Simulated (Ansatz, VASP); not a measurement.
# Cross-check of NiTe2 (Melonite) between VASP and Ansatz

Aim: how closely do two programs agree when they are given the same cell, functional and k mesh? The cell is taken from a series of runs on this material, whose earlier steps may have relaxed, scaled, displaced or heated it; both programs get it as it stands.

Program: Ansatz 0.2.0. Level of theory: plane waves, with VASP 6.6.1 beside it; relaxation of cell and atoms at PBEsol. Results are calculated unless marked as measured.

### 1. The starting structure

Symmetry: P-3m1, No. 164, trigonal system. The conventional cell has a = 3.837 Å, b = 3.837 Å, c = 5.132 Å, α = 90.00°, β = 90.00°, γ = 120.00°. Nearest to Ni lie 6 Te at 2.56 Å. Nearest to Te lie 3 Ni at 2.56 Å. Farther neighbours and most contacts between anions are not listed.

As a file:

```cif
data_structure
_symmetry_space_group_name_H-M 'P 1'
_symmetry_Int_Tables_number 1
_cell_length_a 3.8368
_cell_length_b 3.8368
_cell_length_c 5.1321
_cell_angle_alpha 90.000
_cell_angle_beta 90.000
_cell_angle_gamma 120.000
_cell_volume 65.43
loop_
_atom_site_label
_atom_site_type_symbol
_atom_site_fract_x
_atom_site_fract_y
_atom_site_fract_z
_atom_site_occupancy
Ni1 Ni 0.00000 0.00000 0.00000 1
Te2 Te 0.33333 0.66667 0.25151 1
Te3 Te 0.66667 0.33333 0.74849 1
```

### 2. VASP: relaxation of cell and atoms, PBEsol

The relaxed volume is the usual yardstick between codes: in a stiff, nearly cubic crystal its relative difference is about their pressure difference at one cell divided by the bulk modulus.

Lines of VASP's logs that name or quote its potential files are left out, and so is its time.

The input, INCAR:

```
SYSTEM = NiTe2
PREC = Accurate
ENCUT = 600
EDIFF = 1E-07
NELM = 120
ISMEAR = 1
SIGMA = 0.2
LREAL = .FALSE.
ALGO = Normal
GGA = PS
NBANDS = 17
LASPH = .TRUE.
LORBIT = 11
LWAVE = .FALSE.
LCHARG = .FALSE.
ISIF = 3
IBRION = 2
NSW = 80
EDIFFG = -0.005
GGA_COMPAT = .FALSE.
NELMIN = 4
```

The input, POSCAR:

```
NiTe2
1.0
    3.8367920000      0.0000000000      0.0000000000
   -1.9183960000      3.3227590000      0.0000000000
    0.0000000000      0.0000000000      5.1320540000
Ni Te
1 2
Direct
    0.0000000000      0.0000000000      0.0000000000
    0.3333333835      0.6666667670      0.2515129420
    0.6666666165      0.3333332330      0.7484870580
```

The input, KPOINTS:

```
Automatic mesh
0
Gamma
9 9 6
0 0 0
```

PAW data sets: Ni and Te (PBE family, release 64).

Command:

```
> mpirun -np 1 vasp_std
```

Numbers of over 12 decimals in the logs are rounded to 6 here.

Output:

```text
[banner, memory and clock lines left out]
running    1 mpi-ranks, on    1 nodes
 distrk:  each k-point on    1 cores,    1 groups
 distr:  one band on    1 cores,    1 groups

 POSCAR found type information on POSCAR NiTe
 POSCAR found :  2 types and       3 ions
|                                                                             |
|               ----> ADVICE to this user running VASP <----                  |
|                                                                             |
|     You enforced a specific xc type in the INCAR file but a different       |
|     [... a line on the potential file left out ...]
|     I HOPE YOU KNOW WHAT YOU ARE DOING!                                     |
|                                                                             |

 LDA part: xc-table for (Slater+PW92), standard interpolation
 POSCAR, INCAR and KPOINTS ok, starting setup
 FFT: planning ... GRIDC
 FFT: planning ... GRID_SOFT
 FFT: planning ... GRID
 WAVECAR not read
 entering main loop
       N       E                     dE             d eps       ncg     rms          rms(c)
DAV:   1     0.118186533933E+03    0.11819E+03   -0.10059E+04  2108   0.136E+03
DAV:   2    -0.696910121993E+01   -0.12516E+03   -0.12042E+03  2327   0.254E+02
DAV:   3    -0.149486005243E+02   -0.79795E+01   -0.77835E+01  2658   0.696E+01
DAV:   4    -0.151410797255E+02   -0.19248E+00   -0.19201E+00  2705   0.101E+01
DAV:   5    -0.151455022183E+02   -0.44225E-02   -0.44222E-02  2859   0.157E+00    0.154E+01
DAV:   6    -0.199233198129E+02   -0.47778E+01   -0.46468E+01  2199   0.127E+02    0.232E+01
DAV:   7    -0.142065443919E+02    0.57168E+01   -0.99781E+00  2661   0.761E+01    0.615E+00
DAV:   8    -0.141121974962E+02    0.94347E-01   -0.29774E+00  2725   0.310E+01    0.473E+00
DAV:   9    -0.139855116592E+02    0.12669E+00   -0.87171E-01  2473   0.154E+01    0.198E+00
DAV:  10    -0.139849482803E+02    0.56338E-03   -0.24391E-02  2369   0.126E+00    0.155E+00
DAV:  11    -0.139835280350E+02    0.14202E-02   -0.29788E-03  2608   0.802E-01    0.539E-01
DAV:  12    -0.139834180197E+02    0.11002E-03   -0.32532E-04  2359   0.118E-01    0.306E-01
DAV:  13    -0.139832716379E+02    0.14638E-03   -0.16138E-04  2691   0.229E-01    0.151E-01
DAV:  14    -0.139832280053E+02    0.43633E-04   -0.68495E-05  3103   0.121E-01    0.591E-02
DAV:  15    -0.139832210485E+02    0.69568E-05   -0.12851E-05  3241   0.451E-02    0.319E-02
DAV:  16    -0.139832190786E+02    0.19698E-05   -0.27734E-06  2908   0.279E-02    0.855E-03
DAV:  17    -0.139832185955E+02    0.48312E-06   -0.93386E-07  3104   0.122E-02    0.976E-04
DAV:  18    -0.139832185976E+02   -0.21168E-08   -0.90554E-08  1115   0.233E-03
   1 F= -.13983219E+02 E0= -.13983339E+02  d E =-.139832E+02
[...]
2 F= -.13983249E+02 E0= -.13983362E+02  d E =-.301537E-04
[...]
3 F= -.13983264E+02 E0= -.13983367E+02  d E =-.450602E-04
[...]
4 F= -.13983266E+02 E0= -.13983375E+02  d E =-.268266E-05
 trial-energy change:   -0.000003  1 .order   -0.000002   -0.000011    0.000007
 step:   0.8516(harm=  0.7846)  dis= 0.00016  next Energy=   -13.983268 (dE=-0.386E-05)
 bond charge predicted
       N       E                     dE             d eps       ncg     rms          rms(c)
DAV:   1    -0.139832930068E+02   -0.26642E-04   -0.25750E-04  2268   0.259E-01    0.505E-02
DAV:   2    -0.139834225390E+02   -0.12953E-03   -0.90869E-04  2291   0.608E-01    0.121E-01
DAV:   3    -0.139832702082E+02    0.15233E-03   -0.51767E-04  2268   0.466E-01    0.953E-03
DAV:   4    -0.139832676669E+02    0.25414E-05   -0.10905E-05  2209   0.290E-02    0.363E-03
DAV:   5    -0.139832675289E+02    0.13794E-06   -0.34253E-07  2323   0.830E-03    0.236E-03
DAV:   6    -0.139832675296E+02   -0.68212E-09   -0.42852E-08  1103   0.188E-03
   5 F= -.13983268E+02 E0= -.13983374E+02  d E =-.387175E-05
 curvature:  -0.47 expect dE=-0.177E-05 dE for cont linesearch -0.937E-07
 trial: gam= 0.00000 g(F)=  0.261E-06 g(S)=  0.346E-05 ort =-0.144E-05 (trialstep = 0.120E+01)
 search vector abs. value=  0.372E-05
 reached required accuracy - stopping structural energy minimisation
```

From OUTCAR (step 2):

```text
ion  position               nearest neighbor table
   1  0.000  0.000  0.000-   2 2.56   3 2.56   3 2.56   2 2.56   3 2.56   2 2.56
   2  0.333  0.667  0.252-   1 2.56   1 2.56   1 2.56   3 3.38   3 3.38   3 3.38   3 3.40   3 3.40
                             3 3.40
   3  0.667  0.333  0.748-   1 2.56   1 2.56   1 2.56   2 3.38   2 3.38   2 3.38   2 3.40   2 3.40
                             2 3.40

  LATTYP: Found a hexagonal cell.
 ALAT       =     3.8367920000
 C/A-ratio  =     1.3375898407

 Subroutine GETGRP returns: Found 12 space group operations
 (whereof 12 operations were pure point group operations)

The static configuration has the point symmetry D_3d.

 Found     62 irreducible k-points:

   k-points           NKPTS =     62   k-points in BZ     NKDIM =     62   number of bands    NBANDS=     17

   dimension x,y,z NGX =    32 NGY =   32 NGZ =   42
   dimension x,y,z NGXF=    64 NGYF=   64 NGZF=   84

   ENCUT  =  600.0 eV  44.10 Ry    6.64 a.u.   7.66  7.66 10.25*2*pi/ulx,y,z

   NELECT =      22.0000    total number of electrons

 k-points in reciprocal lattice and weights: Automatic mesh
   0.00000000  0.00000000  0.00000000       0.002
   0.11111111 -0.00000000  0.00000000       0.012
   0.22222222 -0.00000000  0.00000000       0.012
   0.33333333  0.00000000  0.00000000       0.012
   0.44444444 -0.00000000  0.00000000       0.012
   0.11111111  0.11111111  0.00000000       0.012
   0.22222222  0.11111111  0.00000000       0.025
   0.33333333  0.11111111  0.00000000       0.025
   0.44444444  0.11111111  0.00000000       0.012
[...]
0.33333333  0.22222222  0.50000000       0.025
   0.33333333  0.33333333  0.50000000       0.004

 average (electrostatic) potential at core
       1 -82.8851       2 -86.1613       3 -86.1613

 E-fermi :   8.6007

 k-point     1 :       0.0000    0.0000    0.0000
  band No.  band energies     occupation
    ...
      4       4.7926      2.00000
      5       4.7926      2.00000
      6       6.3412      2.00000
      7       6.3412      2.00000
      8       6.8553      2.00000
      9       8.8524     -0.07058
     10       8.8524     -0.07058
     11       9.4387     -0.00000
     12       9.4387     -0.00000
     13      11.1471     -0.00000
    ...

 k-point     2 :       0.1111   -0.0000    0.0000
  band No.  band energies     occupation
    ...
      6       6.2247      2.00000
      7       6.2805      2.00000
      8       6.7740      2.00000
      9       7.7261      2.00000
     10       8.1813      2.01154
     11       9.1706     -0.00042
     12      10.0034     -0.00000
     13      10.9465     -0.00000
     14      12.7988      0.00000
     15      14.1826      0.00000
    ...

 k-point     3 :       0.2222   -0.0000    0.0000
  band No.  band energies     occupation
    ...
      7       6.1127      2.00000
      8       6.4964      2.00000
      9       7.0092      2.00000
     10       7.3875      2.00000
     11       8.2282      2.02432
     12      10.2794     -0.00000
     13      10.4854     -0.00000
     14      12.6433      0.00000
     15      15.0769      0.00000
     16      15.3756      0.00000
    ...

  Total        0.0101077      0.0101077     -0.0033226      0.0000000      0.0000000      0.0000000
  in kB        0.2477713      0.2477712     -0.0814472      0.0000000      0.0000000      0.0000000
  external PRESSURE =       0.1380318 kB  Pullay stress =       0.0000000 kB

  energy-cutoff  :      600.00
  volume of cell :       65.36
      direct lattice vectors                 reciprocal lattice vectors
     3.834992587  0.000000000  0.000000000     0.260756697  0.150547965  0.000000000
    -1.917496293  3.321200663  0.000000000     0.000000000  0.301095929  0.000000000
     0.000000000  0.000000000  5.131593706     0.000000000  0.000000000  0.194871234

 POSITION                                       TOTAL-FORCE (eV/Angst)
 -----------------------------------------------------------------------------------
      0.00000      0.00000      0.00000         0.000000     -0.000000      0.000000
     -0.00000      2.21413      1.29313         0.000000     -0.000000      0.001644
      1.91750      1.10707      3.83847        -0.000000      0.000000     -0.001644
 -----------------------------------------------------------------------------------
    total drift:                               -0.000000      0.000000     -0.000000

  FREE ENERGIE OF THE ION-ELECTRON SYSTEM (eV)
  ---------------------------------------------------
  free  energy   TOTEN  =       -13.9832675296 eV

  energy  without entropy=      -13.9835882893  energy(sigma->0) =      -13.98337445

 reached required accuracy - stopping structural energy minimisation

 total charge
# of ion       s       p       d       tot
------------------------------------------
    1        0.451   0.521   8.416   9.388
    2        1.403   1.864   0.069   3.336
    3        1.403   1.864   0.069   3.336
--------------------------------------------------
tot          3.257   4.248   8.555  16.060

[... 3 further parts left out ...]
```

This run has no spin polarisation, so a moment on Ni, if there is one, isn't seen. The k-mesh is coarse for a metal. The run keeps the 12 symmetry operations of its start, so it cannot find a distortion of lower symmetry.

### 3. Ansatz: relaxation of cell and atoms, PBEsol

Ansatz runs on its PAW soft_1 files.

The same cell, functional, mesh and smearing now go to Ansatz, which takes its cutoff from its data sets.

The input, input.yaml:

```yaml
crystal:
  lattice:
    - [3.8367918995, 0.0, 0.0]
    - [-1.9183959497, 3.322759254, 0.0]
    - [0.0, 0.0, 5.1320537128]
  atoms:
    - { symbol: Ni, position: [0.0, 0.0, 0.0] }
    - { symbol: Te, position: [0.3333333333, 0.6666666667, 0.2515128741] }
    - { symbol: Te, position: [0.6666666667, 0.3333333333, 0.7484871259] }
kpoints:
  mp_grid: { grid: [9, 9, 6] }
hamiltonian:
  xc: pbesol
  pseudopotentials: { kind: paw, azcp: { folder: soft_1 }, xc_functional: pbe }
scf:
  occupations: { method: methfessel_paxton, width: 0.2 }
output:
  forces: true
  stress: true
  eigenvalues: true
relax:
  adjacent_minimum: "off"
  f_tol: 0.001
  max_steps: 60
  cell: { stress_tol: 0.01 }
```

Command:

```
> ansatz run input.yaml --threads 16 --pin off --max-ram 92160MiB --backend cuda --events-out ev --progress --plain --runs-dir out --max-vram 78GiB
```

Output:

```text
Engine: ansatz 0.2.0, aarch64-unknown-linux-gnu
Pseudopotentials: kind: paw
Pseudopotential: Ni, paw, valence charge 18, recommended cutoff 420 eV (normal), soft_1/Ni.paw.azcp
Pseudopotential: Te, paw, valence charge 16, recommended cutoff 420 eV (normal), soft_1/Te.paw.azcp
Functional definition: PBEsol
  exchange = pbesol_x
  correlation = pbesol_c
[...]
Crystal: 3 atoms, lattice volume = 65.427 Å³
Basis set: ecut = 420 eV, 1277 PW (Γ), exchange–correlation on 54×54×72 points (8 copies of the dense FFT grid, shifted against one another)
Bands: 30, of which v1, the nominal top of the filled ones, is band 25 counted from 1 (24 counted from 0)
Symmetry: 12 space group operations
Space group: P-3m1 (ITA 164), of the structure as read, at distance tolerance 4.0e-5 Å
k-points: 62 of 486
Non-local potential: Ni, projectors of the file, l = 0: 3, l = 1: 2, l = 2: 3, l = 3: 1
Non-local potential: Te, projectors of the file, l = 0: 2, l = 1: 2, l = 2: 2, l = 3: 1
PAW form: soft (Blöchl's): semilocal exchange-correlation on the pseudo side does not see the compensation charge
PAW frozen core: Ni, regenerated for the run's functional, and the local potential with it (the file was generated under x = pbe(κ = 0.804, μ = 0.219515), c = pbe(β = 0.066725))
PAW frozen core: Te, regenerated for the run's functional, and the local potential with it (the file was generated under x = pbe(κ = 0.804, μ = 0.219515), c = pbe(β = 0.066725))
PAW one-centre angular grid: Ni, 590 points (default); XC on 64 Gauss nodes
PAW one-centre angular grid: Te, 590 points (default); XC on 64 Gauss nodes
Initial density: superposition of atomic densities (chi_scale 0.1, normalization cell, long waves kept (reshape's long-wave potential 0.01 eV rms))
Initial wavefunctions: pseudopotential atomic-orbital guess
[...]
Functional: x = pbesol(κ = 0.804, μ = 0.123457), c = pbesol(β = 0.046)
SCF iter   1: F=—  HF=-19612.818846 eV  |F-HF|=—  |Δ(HF+E_count)|=         —  Δρ=1.91e-1  dr2=2.51e1  ethr=3.10e-3  ⟨swp⟩=7.2  Hψ=8557  notcnv=0
preconditioner: auto → Kerker (q_TF=auto, 2.609 Å⁻¹)  [metal: Δε(μ)=0.008 eV  Ē_g=9.590 eV  σ=0.200 eV  W_gap=0.03  n_scr=22 (ndim 8)  ℏωp=21.5 eV  f_vac=0.001  D(μ)=1.18/eV (n_scr^D=2)]
SCF iter   2: F=—  HF=-19612.687442 eV  |F-HF|=—  |Δ(HF+E_count)|=   1.31e-1  S|Δr|=    0.00e0  Δρ=2.96e-1  dr2=3.22e1  ethr=3.10e-3  ⟨swp⟩=4.0  Hψ=5134  notcnv=0
[...]
SCF iter  13: F=-19608.960484 eV  HF=-19608.960484 eV  |F-HF|=9.47e-9  |Δ(HF+E_count)|=   3.95e-9  S|Δr|=    0.00e0  Δρ=6.21e-6  dr2=2.49e-8  ethr=2.00e-10  ⟨swp⟩=7.5  Hψ=10666  notcnv=0
SCF 1 converged in 13 iterations: F = -19608.960484 eV  dr2 = 2.49e-8
  greatest PAW one-centre occupation: 1.001 electrons in one spin orbital (limit 2), on the Ni atom at site 0 (counted from 0), in its partial waves of l = 1
relax step   1: F+E_penalty+E_count = -19608.96048366 eV  Δ(F+E_penalty+E_count) = +0.000e0 eV  max|allowed force component| = 3.722e-3 eV/Å  Δτ_max = 0.0000 Å  P = -0.030 GPa  Ω = 65.427 Å³  (13 SCF iters, dr2 threshold 1.00e-7 eV, accepted)
[...]
relax step   2: F+E_penalty+E_count = -19608.96048864 eV  Δ(F+E_penalty+E_count) = -4.975e-6 eV  max|allowed force component| = 3.101e-3 eV/Å  Δτ_max = 0.0007 Å  P = +0.006 GPa  Ω = 65.423 Å³  energy of the carried Pulay correction = +1.387e-6 eV  (5 SCF iters, dr2 threshold 4.16e-9 eV, accepted)
[...]
relax step   3: F+E_penalty+E_count = -19608.96049462 eV  Δ(F+E_penalty+E_count) = -5.986e-6 eV  max|allowed force component| = 9.082e-4 eV/Å  Δτ_max = 0.0006 Å  P = +0.012 GPa  Ω = 65.404 Å³  energy of the carried Pulay correction = +7.089e-6 eV  (6 SCF iters, dr2 threshold 6.01e-10 eV, accepted)
[...]
relax step   4: F+E_penalty+E_count = -19608.96048874 eV  Δ(F+E_penalty+E_count) = +5.886e-6 eV  max|allowed force component| = 1.753e-3 eV/Å  Δτ_max = 0.0001 Å  P = -0.010 GPa  Ω = 65.424 Å³  energy of the carried Pulay correction = +8.915e-7 eV  (6 SCF iters, dr2 threshold 5.32e-10 eV, accepted)
[...]
relax step   5: F+E_penalty+E_count = -19608.96049097 eV  Δ(F+E_penalty+E_count) = -2.231e-6 eV  max|allowed force component| = 4.690e-5 eV/Å  Δτ_max = 0.0001 Å  P = +0.000 GPa  Ω = 65.419 Å³  energy of the carried Pulay correction = +2.662e-6 eV  (5 SCF iters, dr2 threshold 5.50e-10 eV, accepted)
[...]
relax step   6: F+E_penalty+E_count = -19608.96048719 eV  Δ(F+E_penalty+E_count) = +3.778e-6 eV  max|allowed force component| = 4.503e-5 eV/Å  Δτ_max = 0.0000 Å  P = +0.000 GPa  Ω = 65.419 Å³  stress off target by 1.46e-3 GPa  SCF on the basis re-selected at this cell (its energy is not comparable with the rows above)  (6 SCF iters)
basis re-selected at this cell: Δ(F+E_penalty+E_count) = +3.778e-6 eV, ΔP = +0.000 GPa vs the last step (what re-selecting the basis moved, of the pressure what is left beyond the Pulay correction that the steps carried, after the strain that the cell walked since its last selection, with what the two solves' SCF thresholds leave and, on support functions, any second-order correction that the steps lacked; it is no m [...]
SCF converged after 6 iterations
Stability not checked: this state was not tested for a lower state beside it, because cold or Methfessel-Paxton smearing, or corrected tetrahedra, fill the levels in a way that the test cannot read (fill_not_monotonic; see scf.lower_state_search)
Free energy (F): -19608.960487 eV
Harris-Foulkes:  -19608.960487 eV  (|F-HF|=3.64e-12)
Internal energy: -19608.960696 eV  (E = F + TS)
E sigma→0 (E₀):  -19608.960539 eV
Entropy (-TS):   0.000209 eV (0.070 meV/atom)
Fermi energy:    12.917415 eV
--- Per-component energies (eV) ---
  E_band       = -789.309524
  E_kinetic    = 688.962868
  E_local      = -6880.816258  (includes V_loc(G=0)·N_el)
  E_nonlocal   = 20.418320
  E_hartree    = 3561.293816
  E_xc         = -357.222776
  E_vxc        = -351.824124  (∫ρ·V_xc dr)
  E_paw        = -10808.826165  (= ΣΔE_a)
  E_vpaw       = -1388.639011  (= ΣTr[D̂ρ^β])
  E_aug_tail   = 0.001086  (compensation charges beyond the density's cutoff)
  E_ewald      = -5833.718499
  E_core_change = 0.946912  (= ΣΔE_core)
  E_smearing   = 0.000209  (= −TS)
  E_closure    = 0.000000  (closes the sum)
  Σ components = -19608.960487   (vs F -19608.960487, Δ=0.00e0)
--- Forces (eV/Å), atoms counted from 1 ---
  atom   1  Ni     0.00000000     0.00000000     0.00000000
  atom   2  Te    -0.00000000     0.00000000     0.00004503
  atom   3  Te     0.00000000    -0.00000000    -0.00004503
  max |Σ_I F_I| component: 6.94e-18 eV/Å
--- Stress (GPa, compression-positive) ---
        0.001249      -0.000000       0.000000
       -0.000000       0.001249       0.000000
        0.000000       0.000000      -0.001459
  P = ⅓ Tr σ = 0.0003 GPa (0.003 kbar)
--- Band table (eV; the first three rows and the last of 62) ---
  k-point 0: bands = [... 21 lower, 11.1746, 13.1474, 13.1474, 13.7627, 13.7627, 15.4417, 16.2329, 18.3934, ... 1 higher]
  k-point 1: bands = [... 21 lower, 11.1791, 12.9262, 12.9262, 14.0307, 14.0307, 14.7175, 16.4226, 18.6411, ... 1 higher]
  k-point 2: bands = [... 21 lower, 11.1827, 12.6449, 12.6449, 13.2471, 14.4224, 14.4224, 16.9723, 18.4001, ... 1 higher]
  k-point 61: bands = [... 21 lower, 10.3088, 10.8116, 11.0908, 11.0908, 15.2473, 15.2473, 19.9844, 19.9844, ... 1 higher]
--- Relaxed structure (5 steps of the walk, 5 accepted, 1 SCFs on fresh bases) ---
  F+E_penalty+E_count = -19608.96048719 eV   max|allowed force component| = 4.503e-5 eV/Å   (the final SCF, on the basis selected at the relaxed cell)
  cell:  # Å, volume = 65.4186 Å³
    - [3.835884, -2.8860654489614283e-11, 0]
    - [-1.917942, 3.321973, 0]
    - [0, 0, 5.133806]
  atoms:
    - { symbol: Ni, position: [0, 0, 0] }
    - { symbol: Te, position: [0.333333, 0.666667, 0.251437] }
    - { symbol: Te, position: [0.666667, 0.333333, 0.748563] }
```

Reading the cycles: dr2 is the Hartree energy of the density residual (eV), the measure of convergence; HF is the Harris–Foulkes estimate of the energy, which meets the free energy F at convergence.

### 4. Comparison

Known differences besides the potentials themselves: the data sets hold 50 valence electrons in Ansatz (on its PAW soft_1 files) and 22 in VASP; the cutoff is 420 eV in Ansatz and 600 eV in VASP; Ansatz makes its cores anew for this functional, VASP keeps those of its PBE data sets; Ansatz adds a Pulay correction to the stress that steers its cell, VASP none. Total energies have different zeros and are not compared.

Compared:

| quantity | Ansatz | VASP | difference |
| --- | --- | --- | --- |
| volume (Å³) | 65.42 | 65.36 | +0.09 % |
| edge a after relaxation, in the typed setting (Å) | 3.836 | 3.835 | +0.02 % |
| edge c after relaxation, in the typed setting (Å) | 5.134 | 5.132 | +0.04 % |

### 5. Results

- difference in volume (relaxation of cell and atoms, PBEsol): 0.090 %

**Reading.** The difference in volume is 0.090 % (relaxation of cell and atoms, PBEsol), within the 1.2 % picked in this series as the mark of a large difference, as far as the stopping tolerances let one tell. The data sets hold unlike numbers of valence electrons (50 in Ansatz and 22 in VASP), so part of the differences comes from the potentials. Such differences can come from data sets, numerical settings and the points named under the comparisons, not from the functional's error against experiment.

[Lines on the potential files, build, host, timing and source positions are cut from VASP's logs without a mark.]

[Logs are printed without paths, hosts, clocks, repeated set-up lines and the standing remarks that a program may print on its own settings, such as how far it seeks lower states.]

[Hosts, paths, dates, database ids (printed as entryN), source tags and the programs' standing remarks are cut or masked in the printed files.]
